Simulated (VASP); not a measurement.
Crystal: InSb.

```
In Sb
1.0
     0.00000    3.23910    3.23910
     3.23910    0.00000    3.23910
     3.23910    3.23910    0.00000
In Sb
1 1
Direct
  0.00000 0.00000 0.00000
  0.25000 0.25000 0.25000
```

| Quantity | Value |
| --- | --- |
| Program | VASP 6.6.1 |
| Task | relaxation of cell and atoms |
| Functional | r2SCAN |
| Dispersion | rVV10 |
| Potentials or basis | VASP PAW PBE potentials, release 64 (In_d, Sb) |
| Cutoff | 520 eV |
| k mesh | 8 × 8 × 8 |
| Occupations | gaussian, width 0.02 eV |
| Spin | no spin polarisation |

At the start: pressure 1.1 GPa; volume 33.98 Å³/atom.

Question: Where does the relaxation end?

Answer: Over 3 steps the energy falls by 2.5 meV/atom and the volume is 34.75 Å³/atom (+2.3 %); space group F-43m (No. 216, to 0.05 Å).

Step by step:
| step | energy change (eV) | largest force (eV/Å) | pressure (GPa) | volume (Å³) |
| --- | --- | --- | --- | --- |
| 1 | 0.0000 | 0.0000 | 1.09 | 67.97 |
| 2 | -0.0039 | 0.0000 | -0.47 | 70.27 |
| 3 | -0.0051 | 0.0000 | 0.01 | 69.50 |

Final structure:
```cif
data_structure
_symmetry_space_group_name_H-M 'P 1'
_symmetry_Int_Tables_number 1
_cell_length_a 4.6150
_cell_length_b 4.6150
_cell_length_c 4.6150
_cell_angle_alpha 60.000
_cell_angle_beta 60.000
_cell_angle_gamma 60.000
_cell_volume 69.50
loop_
_atom_site_label
_atom_site_type_symbol
_atom_site_fract_x
_atom_site_fract_y
_atom_site_fract_z
_atom_site_occupancy
In1 In 0.00000 0.00000 0.00000 1
Sb1 Sb 0.25000 0.25000 0.25000 1
```

Caveat: the PAW data sets were made with another functional, which shifts forces and pressure a little.
